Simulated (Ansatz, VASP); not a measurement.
# AlNi in two plane-wave programs

Aim: how closely do two programs agree when they are given the same cell, functional and k mesh? The cell is taken from a series of runs on this material, whose earlier steps may have relaxed, scaled, displaced or heated it; both programs get it as it stands.

Method: plane waves, with VASP 6.6.1 beside it; zone-centre phonons at PBEsol, in Ansatz 0.2.0.

## 1. Set-up

It takes space group P4/mmm (No. 123, tetragonal). Conventional cell: a = 2.895 Å, b = 2.895 Å, c = 2.776 Å, α = 90.00°, β = 90.00°, γ = 90.00°. Nearest to Al lie 8 Ni at 2.47 Å. Ni has 8 Al at 2.47 Å nearest. Farther neighbours are not listed.

Structure file:

```cif
data_structure
_symmetry_space_group_name_H-M 'P 1'
_symmetry_Int_Tables_number 1
_cell_length_a 2.8953
_cell_length_b 2.8953
_cell_length_c 2.7759
_cell_angle_alpha 90.000
_cell_angle_beta 90.000
_cell_angle_gamma 90.000
_cell_volume 23.27
loop_
_atom_site_label
_atom_site_type_symbol
_atom_site_fract_x
_atom_site_fract_y
_atom_site_fract_z
_atom_site_occupancy
Al1 Al 0.00000 0.00000 0.00000 1
Ni2 Ni 0.50000 0.50000 0.50000 1
```

## 2. VASP: zone-centre phonons, PBEsol

Second derivatives magnify differences that forces hide, and they need a tight electronic threshold.

Lines of VASP's logs that name or quote its potential files are left out, and so is its time.

Input file INCAR:

```
SYSTEM = AlNi
PREC = Accurate
ENCUT = 600
EDIFF = 1E-08
NELM = 120
ISMEAR = 1
SIGMA = 0.2
LREAL = .FALSE.
ALGO = Normal
GGA = PS
NBANDS = 12
LASPH = .TRUE.
LORBIT = 11
LWAVE = .FALSE.
LCHARG = .FALSE.
ISIF = 2
IBRION = 8
GGA_COMPAT = .FALSE.
KPAR = 2
```

Input file POSCAR:

```
AlNi
1.0
    2.8952709570      0.0000000000      0.0000000000
    0.0000000000      2.8952709570      0.0000000000
    0.0000000000      0.0000000000      2.7758869134
Al Ni
1 1
Direct
    0.0000000000      0.0000000000      0.0000000000
    0.5000000000      0.5000000000      0.5000000000
```

Input file KPOINTS:

```
Automatic mesh
0
Gamma
16 16 16
0 0 0
```

Potentials, in the order of the species: Al and Ni (PBE family, release 64).

Launch:

```
$ mpirun -np 2 vasp_std
```

Numbers of over 12 decimals in the logs are rounded to 6 here.

What it wrote:

```text
[banner, memory and clock lines left out]
running    2 mpi-ranks, on    1 nodes
 distrk:  each k-point on    1 cores,    2 groups
 distr:  one band on    1 cores,    1 groups

 POSCAR found type information on POSCAR AlNi
 POSCAR found :  2 types and       2 ions
|                                                                             |
|               ----> ADVICE to this user running VASP <----                  |
|                                                                             |
|     You enforced a specific xc type in the INCAR file but a different       |
|     [... a line on the potential file left out ...]
|     I HOPE YOU KNOW WHAT YOU ARE DOING!                                     |
|                                                                             |

 LDA part: xc-table for (Slater+PW92), standard interpolation
 POSCAR, INCAR and KPOINTS ok, starting setup
 FFT: planning ... GRIDC
 FFT: planning ... GRID_SOFT
 FFT: planning ... GRID
 WAVECAR not read
 entering main loop
       N       E                     dE             d eps       ncg     rms          rms(c)
DAV:   1     0.439713958519E+02    0.43971E+02   -0.61484E+03  9768   0.128E+03
DAV:   2    -0.114283603272E+02   -0.55400E+02   -0.51120E+02  9976   0.208E+02
DAV:   3    -0.132134389696E+02   -0.17851E+01   -0.17625E+01 11808   0.435E+01
DAV:   4    -0.132388333968E+02   -0.25394E-01   -0.25382E-01 10872   0.466E+00
DAV:   5    -0.132395746530E+02   -0.74126E-03   -0.74123E-03 11780   0.887E-01    0.129E+01
DAV:   6    -0.152511629108E+02   -0.20116E+01   -0.54509E+01 10804   0.118E+02    0.162E+01
DAV:   7    -0.116082610931E+02    0.36429E+01   -0.15756E+01 10884   0.700E+01    0.115E+00
DAV:   8    -0.115923446995E+02    0.15916E-01   -0.37167E-01 11888   0.723E+00    0.101E+00
DAV:   9    -0.115774724882E+02    0.14872E-01   -0.47565E-02 11804   0.316E+00    0.216E-01
DAV:  10    -0.115769557059E+02    0.51678E-03   -0.18732E-03 12220   0.649E-01    0.838E-02
DAV:  11    -0.115769563429E+02   -0.63705E-06   -0.57778E-05 11948   0.741E-02    0.232E-02
DAV:  12    -0.115769549464E+02    0.13966E-05   -0.73049E-06 12384   0.439E-02    0.419E-03
DAV:  13    -0.115769545530E+02    0.39335E-06   -0.23713E-07 13664   0.608E-03    0.122E-03
DAV:  14    -0.115769545437E+02    0.93867E-08   -0.26837E-08  6844   0.220E-03
   1 F= -.11576955E+02 E0= -.11576827E+02  d E =-.381788E-03
 Linear response reoptimize wavefunctions to high precision
DAV:   1    -0.115769545641E+02   -0.20483E-07   -0.41859E-09 10976   0.109E-03
DAV:   2    -0.115769545642E+02   -0.21373E-10   -0.56005E-11  5520   0.713E-05
 Linear response DOF=           4
 Linear response progress:
  Degree of freedom:   1/  4
       N       E                     dE             d eps       ncg     rms          rms(c)
RMM:   1    -0.606566998241E-02   -0.60657E-02    0.37384E-03 39113   0.665E-01
RMM:   2    -0.575290982665E-02    0.31276E-03   -0.99597E-05 26505   0.240E-01    0.614E-02
RMM:   3    -0.574417518711E-02    0.87346E-05   -0.11591E-04 28545   0.859E-02    0.302E-02
RMM:   4    -0.582061128340E-02   -0.76436E-04   -0.45548E-05 28509   0.513E-02    0.617E-03
RMM:   5    -0.582675954141E-02   -0.61483E-05   -0.27150E-06 28931   0.122E-02    0.164E-03
RMM:   6    -0.582716004887E-02   -0.40051E-06   -0.12399E-07 28699   0.289E-03    0.864E-04
RMM:   7    -0.582711681845E-02    0.43230E-07   -0.15586E-08 27165   0.131E-03    0.686E-04
RMM:   8    -0.582702812464E-02    0.88694E-07   -0.30064E-09 30233   0.420E-04    0.230E-04
RMM:   9    -0.582727910866E-02   -0.25098E-06   -0.21781E-10 30419   0.127E-04    0.131E-05
RMM:  10    -0.582724563456E-02    0.33474E-07    0.59773E-11 30718   0.428E-05    0.735E-06
RMM:  11    -0.582726336132E-02   -0.17727E-07   -0.15106E-11 30559   0.177E-05    0.227E-06
RMM:  12    -0.582726102650E-02    0.23348E-08    0.64401E-12 30395   0.684E-06    0.862E-07
 first order change of Fermi-energy   0.40332E-04
 force on displaced ion       1 direction 1 :  -6.442   0.000   0.000
 Linear response progress:
  Degree of freedom:   2/  4
       N       E                     dE             d eps       ncg     rms          rms(c)
RMM:   1    -0.531382997046E-02   -0.53138E-02    0.58739E-04 21459   0.590E-01
RMM:   2    -0.505617045711E-02    0.25766E-03   -0.15012E-04 14910   0.207E-01    0.542E-02
RMM:   3    -0.505595020060E-02    0.22026E-06   -0.76653E-05 15847   0.712E-02    0.280E-02
RMM:   4    -0.512476769953E-02   -0.68817E-04   -0.32500E-05 15785   0.440E-02    0.559E-03
RMM:   5    -0.513074968177E-02   -0.59820E-05   -0.13831E-06 16129   0.102E-02    0.196E-03
RMM:   6    -0.513176918894E-02   -0.10195E-05    0.73878E-08 14815   0.335E-03    0.969E-04
RMM:   7    -0.513177827677E-02   -0.90878E-08   -0.10367E-08 14533   0.191E-03    0.444E-04
 first order change of Fermi-energy  -0.32475E-03
 force on displaced ion       1 direction 3 :  -0.000   0.000  -6.313
 Linear response progress:
  Degree of freedom:   3/  4
       N       E                     dE             d eps       ncg     rms          rms(c)
RMM:   1    -0.186962564751E+00   -0.18696E+00   -0.99521E-02 25790   0.267E+00
RMM:   2    -0.185463859484E+00    0.14987E-02   -0.16704E-03 25902   0.503E-01    0.134E-01
RMM:   3    -0.185482099392E+00   -0.18240E-04   -0.12781E-04 27727   0.969E-02    0.793E-02
RMM:   4    -0.185936742139E+00   -0.45464E-03   -0.18689E-04 29762   0.107E-01    0.540E-03
RMM:   5    -0.185913575472E+00    0.23167E-04   -0.34689E-06 30480   0.196E-02    0.333E-03
RMM:   6    -0.185906364172E+00    0.72113E-05   -0.23061E-07 28097   0.565E-03    0.236E-03
RMM:   7    -0.185895647048E+00    0.10717E-04   -0.98961E-08 29007   0.369E-03    0.483E-04
RMM:   8    -0.185890028994E+00    0.56181E-05   -0.11811E-08 31375   0.887E-04    0.789E-05
RMM:   9    -0.185889316694E+00    0.71230E-06   -0.32139E-09 31802   0.197E-04    0.190E-05
RMM:  10    -0.185889155855E+00    0.16084E-06   -0.24397E-09 32297   0.607E-05    0.106E-05
RMM:  11    -0.185889209006E+00   -0.53151E-07   -0.24986E-09 31745   0.316E-05    0.213E-06
RMM:  12    -0.185889205616E+00    0.33903E-08   -0.25942E-09 32386   0.182E-05    0.722E-07
 first order change of Fermi-energy   0.59730E-03
 force on displaced ion       2 direction 1 :  -6.463   0.000   0.000
 Linear response progress:
  Degree of freedom:   4/  4
       N       E                     dE             d eps       ncg     rms          rms(c)
RMM:   1    -0.185030951894E+00   -0.18503E+00   -0.96718E-02 14347   0.266E+00
RMM:   2    -0.183881344255E+00    0.11496E-02   -0.16903E-03 14430   0.490E-01    0.130E-01
RMM:   3    -0.183828332748E+00    0.53012E-04   -0.12461E-04 15410   0.976E-02    0.770E-02
RMM:   4    -0.184193334448E+00   -0.36500E-03   -0.20616E-04 16456   0.114E-01    0.658E-03
RMM:   5    -0.184182950723E+00    0.10384E-04   -0.38766E-06 16774   0.216E-02    0.463E-03
RMM:   6    -0.184172007255E+00    0.10943E-04   -0.17267E-07 15277   0.514E-03    0.305E-03
RMM:   7    -0.184158048596E+00    0.13959E-04   -0.73470E-08 14643   0.322E-03    0.438E-04
RMM:   8    -0.184153475172E+00    0.45734E-05   -0.17118E-08 17455   0.108E-03    0.150E-04
RMM:   9    -0.184152595230E+00    0.87994E-06   -0.55644E-09 17100   0.487E-04    0.568E-05
RMM:  10    -0.184152613465E+00   -0.18235E-07   -0.19506E-09 17343   0.170E-04    0.246E-05
RMM:  11    -0.184152256210E+00    0.35725E-06   -0.19640E-09 17713   0.533E-05    0.483E-06
RMM:  12    -0.184152327008E+00   -0.70797E-07   -0.18369E-09 17903   0.251E-05    0.145E-06
RMM:  13    -0.184152326940E+00    0.68043E-10   -0.18688E-09 16952   0.150E-05    0.544E-07
 first order change of Fermi-energy   0.27485E-02
 force on displaced ion       2 direction 3 :  -0.000   0.000  -6.317
 Linear response finished
```

OUTCAR, selected parts (step 2):

```text
ion  position               nearest neighbor table
   1  0.000  0.000  0.000-   2 2.47   2 2.47   2 2.47   2 2.47   2 2.47   2 2.47   2 2.47   2 2.47

  LATTYP: Found a simple tetragonal cell.
 ALAT       =     2.8952709570
 C/A-ratio  =     0.9587658477

 Subroutine GETGRP returns: Found 16 space group operations
 (whereof 16 operations were pure point group operations)

The static configuration has the point symmetry D_4h.

 Found    405 irreducible k-points:

   k-points           NKPTS =    405   k-points in BZ     NKDIM =    405   number of bands    NBANDS=     12

   dimension x,y,z NGX =    24 NGY =   24 NGZ =   24
   dimension x,y,z NGXF=    48 NGYF=   48 NGZF=   48

   ENCUT  =  600.0 eV  44.10 Ry    6.64 a.u.   5.78  5.78  5.54*2*pi/ulx,y,z

   NELECT =      13.0000    total number of electrons

 k-points in reciprocal lattice and weights: Automatic mesh
   0.00000000  0.00000000  0.00000000       0.000
   0.06250000  0.00000000  0.00000000       0.001
   0.12500000  0.00000000  0.00000000       0.001
   0.18750000  0.00000000  0.00000000       0.001
   0.25000000  0.00000000  0.00000000       0.001
   0.31250000  0.00000000  0.00000000       0.001
   0.37500000  0.00000000  0.00000000       0.001
   0.43750000  0.00000000  0.00000000       0.001
   0.50000000  0.00000000  0.00000000       0.000
[...]
0.50000000  0.43750000  0.50000000       0.001
   0.50000000  0.50000000  0.50000000       0.000

 average (electrostatic) potential at core
       1 -69.4065       2 -81.0271

  Total        0.0171015      0.0171015      0.6389105      0.0000000      0.0000000      0.0000000
  in kB        1.1775112      1.1775112     43.9916637      0.0000000      0.0000000      0.0000000
  external PRESSURE =      15.4488954 kB  Pullay stress =       0.0000000 kB

  energy-cutoff  :      600.00
  volume of cell :       23.27
      direct lattice vectors                 reciprocal lattice vectors
     2.895270957  0.000000000  0.000000000     0.345390817  0.000000000  0.000000000
     0.000000000  2.895270957  0.000000000     0.000000000  0.345390817  0.000000000
     0.000000000  0.000000000  2.775886913     0.000000000  0.000000000  0.360245223

 POSITION                                       TOTAL-FORCE (eV/Angst)
 -----------------------------------------------------------------------------------
      0.00000      0.00000      0.00000         0.000000      0.000000      0.000000
      1.44764      1.44764      1.38794         0.000000      0.000000      0.000000
 -----------------------------------------------------------------------------------
    total drift:                                0.000000     -0.000000     -0.000000

 Eigenvectors and eigenvalues of the dynamical matrix
 ----------------------------------------------------

   1 f  =    9.234026 THz    58.019094 2PiTHz  308.013940 cm-1    38.188844 meV
             X         Y         Z           dx          dy          dz
      0.000000  0.000000  0.000000     0.827267    0.000000    0.000000
      1.447635  1.447635  1.387943    -0.561809   -0.000000    0.000000

   2 f  =    9.234026 THz    58.019094 2PiTHz  308.013940 cm-1    38.188844 meV
             X         Y         Z           dx          dy          dz
      0.000000  0.000000  0.000000     0.000000   -0.827267   -0.000000
      1.447635  1.447635  1.387943    -0.000000    0.561809    0.000000

   3 f  =    9.137153 THz    57.410428 2PiTHz  304.782629 cm-1    37.788213 meV
             X         Y         Z           dx          dy          dz
      0.000000  0.000000  0.000000     0.000000    0.000000   -0.827607
      1.447635  1.447635  1.387943     0.000000   -0.000000    0.561308

   4 f/i=    0.001268 THz     0.007968 2PiTHz    0.042302 cm-1     0.005245 meV
             X         Y         Z           dx          dy          dz
      0.000000  0.000000  0.000000     0.000000   -0.000000    0.561308
      1.447635  1.447635  1.387943     0.000000   -0.000000    0.827607

   5 f/i=    0.006880 THz     0.043226 2PiTHz    0.229478 cm-1     0.028452 meV
             X         Y         Z           dx          dy          dz
      0.000000  0.000000  0.000000    -0.090842    0.554416    0.000000
      1.447635  1.447635  1.387943    -0.133765    0.816381    0.000000

   6 f/i=    0.006880 THz     0.043226 2PiTHz    0.229478 cm-1     0.028452 meV
             X         Y         Z           dx          dy          dz
      0.000000  0.000000  0.000000    -0.554416   -0.090842   -0.000000
      1.447635  1.447635  1.387943    -0.816381   -0.133765   -0.000000

 ELASTIC MODULI CONTR FROM IONIC RELAXATION (kBar)
 Direction    XX          YY          ZZ          XY          YZ          ZX
 --------------------------------------------------------------------------------
 XX           0.0000      0.0000      0.0000      0.0000      0.0000      0.0000
 YY           0.0000      0.0000      0.0000      0.0000      0.0000      0.0000
 ZZ           0.0000      0.0000      0.0000      0.0000      0.0000      0.0000
 XY           0.0000      0.0000      0.0000      0.0000      0.0000      0.0000
 YZ           0.0000      0.0000      0.0000      0.0000      0.0000      0.0000
 ZX           0.0000      0.0000      0.0000      0.0000      0.0000      0.0000
 --------------------------------------------------------------------------------
```

This run has no spin polarisation, so a moment on Ni, if there is one, isn't seen. Its electron count is odd, so without a moment it is a metal by construction.

(Part 1 of 2 ends here.)

[Lines on the potential files, build, host, timing and source positions are cut from VASP's logs without a mark.]

[Logs are printed without paths, hosts, clocks, repeated set-up lines and the standing remarks that a program may print on its own settings, such as how far it seeks lower states.]

[Hosts, paths, dates, database ids (printed as entryN), source tags and the programs' standing remarks are cut or masked in the printed files.]
